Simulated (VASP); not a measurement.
```
Na2S
1.0
    0.00000     3.19720     3.19720
    3.19720     0.00000     3.19720
    3.19720     3.19720     0.00000
Na S
2 1
Direct
  0.25000   0.25000   0.25000
  0.75000   0.75000   0.75000
  0.00000   0.00000   0.00000
```

Method: PBE GGA with D4 dispersion, VASP's PBE PAW potentials (set 64) (plane waves; VASP). Settings: 520 eV cut-off, 6×6×6 Γ-centred mesh, Gaussian smearing of 0.050 eV, potentials Na_pv S.

### Question
Give the stress tensor in GPa (positive for a compressed cell).

### Answer

```
1.94  0.00  0.00
0.00  1.94  0.00
0.00  0.00  1.94
```
The pressure is its mean diagonal, 1.94 GPa.

The compound is Na2S in the antifluorite structure. This cell is one point of a volume scan, at 0.94 of the reference volume.
